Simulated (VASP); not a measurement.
VASP input:

POSCAR:
```
CaF2
1
    0.0000000000     2.7300000000     2.7300000000
    2.7300000000     0.0000000000     2.7300000000
    2.7300000000     2.7300000000     0.0000000000
Ca F
1 2
Direct
  0.0000000000   0.0000000000   0.0000000000
  0.2500000000   0.2500000000   0.2500000000
  0.7500000000   0.7500000000   0.7500000000
```

**KPOINTS**
```
Automatic mesh
0
Gamma
5 5 5
0 0 0
```

### INCAR
```
SYSTEM = CaF2
PREC = Accurate
ENCUT = 520
EDIFF = 1E-6
NELM = 60
ALGO = Normal
LREAL = .FALSE.
LASPH = .TRUE.
ISMEAR = 0
SIGMA = 0.05
GGA = PE
LWAVE = .FALSE.
LCHARG = .FALSE.
ISIF = 2
IMIX = 1
AMIX = 1.5
BMIX = 0.0001
```

POTCAR, in this order: Ca_sv F (PBE.64 set). Program: vasp_std.

Output of the run:

File standard output:
```
...
DAV:  21    -0.139065201100E+05   -0.14461E+04   -0.12156E+05   560   0.169E+03    0.364E+02
DAV:  22    -0.123867303476E+05    0.15198E+04   -0.95544E+04   640   0.119E+03    0.362E+02
DAV:  23    -0.138701365302E+05   -0.14834E+04   -0.12211E+05   560   0.171E+03    0.361E+02
DAV:  24    -0.123728747231E+05    0.14973E+04   -0.95474E+04   632   0.118E+03    0.361E+02
DAV:  25    -0.139067979170E+05   -0.15339E+04   -0.12218E+05   560   0.170E+03    0.362E+02
DAV:  26    -0.123751759343E+05    0.15316E+04   -0.95294E+04   624   0.119E+03    0.361E+02
DAV:  27    -0.138806316101E+05   -0.15055E+04   -0.12096E+05   560   0.169E+03    0.362E+02
DAV:  28    -0.123982848992E+05    0.14823E+04   -0.95614E+04   632   0.117E+03    0.361E+02
DAV:  29    -0.138878032289E+05   -0.14895E+04   -0.12112E+05   560   0.169E+03    0.361E+02
DAV:  30    -0.124309622978E+05    0.14568E+04   -0.96082E+04   632   0.120E+03    0.361E+02
DAV:  31    -0.139349971131E+05   -0.15040E+04   -0.12216E+05   560   0.169E+03    0.362E+02
DAV:  32    -0.124630358660E+05    0.14720E+04   -0.96297E+04   640   0.121E+03    0.362E+02
DAV:  33    -0.138656903916E+05   -0.14027E+04   -0.12122E+05   560   0.170E+03    0.361E+02
DAV:  34    -0.123825263132E+05    0.14832E+04   -0.95662E+04   640   0.117E+03    0.361E+02
DAV:  35    -0.139274926383E+05   -0.15450E+04   -0.12181E+05   560   0.169E+03    0.362E+02
DAV:  36    -0.124656930819E+05    0.14618E+04   -0.96247E+04   640   0.118E+03    0.363E+02
DAV:  37    -0.139382641086E+05   -0.14726E+04   -0.12238E+05   560   0.170E+03    0.362E+02
DAV:  38    -0.123701609105E+05    0.15681E+04   -0.95081E+04   616   0.120E+03    0.361E+02
DAV:  39    -0.138801729991E+05   -0.15100E+04   -0.11966E+05   560   0.168E+03    0.362E+02
DAV:  40    -0.124362857385E+05    0.14439E+04   -0.95914E+04   640   0.117E+03    0.362E+02
DAV:  41    -0.139237839858E+05   -0.14875E+04   -0.12221E+05   560   0.170E+03    0.362E+02
DAV:  42    -0.124178816344E+05    0.15059E+04   -0.95827E+04   640   0.120E+03    0.362E+02
DAV:  43    -0.139579023315E+05   -0.15400E+04   -0.12219E+05   560   0.169E+03    0.363E+02
DAV:  44    -0.124862409039E+05    0.14717E+04   -0.96379E+04   632   0.121E+03    0.363E+02
DAV:  45    -0.139439498732E+05   -0.14577E+04   -0.12186E+05   560   0.170E+03    0.363E+02
DAV:  46    -0.124592243474E+05    0.14847E+04   -0.96308E+04   640   0.120E+03    0.362E+02
DAV:  47    -0.139279131762E+05   -0.14687E+04   -0.12187E+05   560   0.168E+03    0.362E+02
DAV:  48    -0.124206851877E+05    0.15072E+04   -0.95859E+04   640   0.121E+03    0.362E+02
DAV:  49    -0.138630016226E+05   -0.14423E+04   -0.12158E+05   560   0.169E+03    0.361E+02
DAV:  50    -0.123671087446E+05    0.14959E+04   -0.95470E+04   640   0.118E+03    0.361E+02
DAV:  51    -0.138688177080E+05   -0.15017E+04   -0.12163E+05   560   0.169E+03    0.362E+02
DAV:  52    -0.123790161395E+05    0.14898E+04   -0.95576E+04   624   0.118E+03    0.362E+02
DAV:  53    -0.139091811120E+05   -0.15302E+04   -0.12230E+05   560   0.169E+03    0.362E+02
DAV:  54    -0.124041847965E+05    0.15050E+04   -0.95756E+04   640   0.119E+03    0.361E+02
DAV:  55    -0.139113914530E+05   -0.15072E+04   -0.12196E+05   560   0.171E+03    0.362E+02
DAV:  56    -0.124300086924E+05    0.14814E+04   -0.96000E+04   640   0.122E+03    0.362E+02
DAV:  57    -0.138577799114E+05   -0.14278E+04   -0.12181E+05   560   0.169E+03    0.361E+02
DAV:  58    -0.123562034969E+05    0.15016E+04   -0.95331E+04   632   0.119E+03    0.361E+02
DAV:  59    -0.138488231030E+05   -0.14926E+04   -0.12163E+05   560   0.170E+03    0.361E+02
DAV:  60    -0.123576579705E+05    0.14912E+04   -0.95366E+04   640   0.118E+03

 -----------------------------------------------------------------------------
|                                                                             |
|           W    W    AA    RRRRR   N    N  II  N    N   GGGG   !!!           |
|           W    W   A  A   R    R  NN   N  II  NN   N  G    G  !!!           |
|           W    W  A    A  R    R  N N  N  II  N N  N  G       !!!           |
|           W WW W  AAAAAA  RRRRR   N  N N  II  N  N N  G  GGG   !            |
|           WW  WW  A    A  R   R   N   NN  II  N   NN  G    G                |
|           W    W  A    A  R    R  N    N  II  N    N   GGGG   !!!           |
|                                                                             |
|     The electronic self-consistency was not achieved in the given           |
|     number of steps (NELM). The forces and other quantities evaluated       |
|     might not be reliable so examine the results carefully. If you find     |
|     spurious results, we suggest increasing NELM, if you were close to      |
|     convergence or switching to a different ALGO or adjusting the           |
|     density mixing parameters otherwise.                                    |
|                                                                             |
 -----------------------------------------------------------------------------

   1 F= -.12357658E+05 E0= -.12357658E+05  d E =-.289449E-04
```

OUTCAR:
```
------------------------ aborting loop EDIFF was not reached (unconverged)  ----------------------------
  FORCE on cell =-STRESS in cart. coord.  units (eV):
  Direction    XX          YY          ZZ          XY          YZ          ZX
  --------------------------------------------------------------------------------------
  Total     2133.4117300   2133.4117300   2133.4117300      0.0000000     -0.0000000     -0.0000000
  in kB    83997.6864059  83997.6864059  83997.6864059      0.0000000     -0.0000000     -0.0000000
  external PRESSURE =   83997.6864059 kB  Pullay stress =       0.0000000 kB
  volume of cell :       40.69
      direct lattice vectors                 reciprocal lattice vectors
     0.000000000  2.730000000  2.730000000    -0.183150183  0.183150183  0.183150183
     2.730000000  0.000000000  2.730000000     0.183150183 -0.183150183  0.183150183
     2.730000000  2.730000000  0.000000000     0.183150183  0.183150183 -0.183150183
 POSITION                                       TOTAL-FORCE (eV/Angst)
 -----------------------------------------------------------------------------------
      0.00000      0.00000      0.00000         0.000000      0.000000      0.000000
      1.36500      1.36500      1.36500        -0.000000     -0.000000     -0.000000
      4.09500      4.09500      4.09500         0.000000      0.000000      0.000000
 -----------------------------------------------------------------------------------
    total drift:                               -0.000000      0.000000      0.000000
  FREE ENERGIE OF THE ION-ELECTRON SYSTEM (eV)
  ---------------------------------------------------
  free  energy   TOTEN  =    -12357.6579705455 eV

  energy  without entropy=   -12357.6579416006  energy(sigma->0) =   -12357.65795607
```
(Selected blocks of OUTCAR.)

Task: Read the log: what went wrong, and how is it fixed?

Result: The cause: simple mixing (IMIX = 1) with AMIX above 1 overshoots. The run did not converge; its last values are not results. Against the sound run, the energy per atom (σ→0) decreases by 4113.443 eV/atom; the pressure increases by 8397.16 GPa; the band gap drops by 7.35 eV. To mend it, remove IMIX, remove AMIX, remove BMIX.

The mended run (PBE GGA, plane waves, VASP's PBE PAW potentials (set 64)) converges, and its OSZICAR ends with
```
   1 F= -.17328045E+02 E0= -.17328045E+02  d E =-.214632E-22
```

The compound is CaF2 in the fluorite structure. The cell was not relaxed at this level.
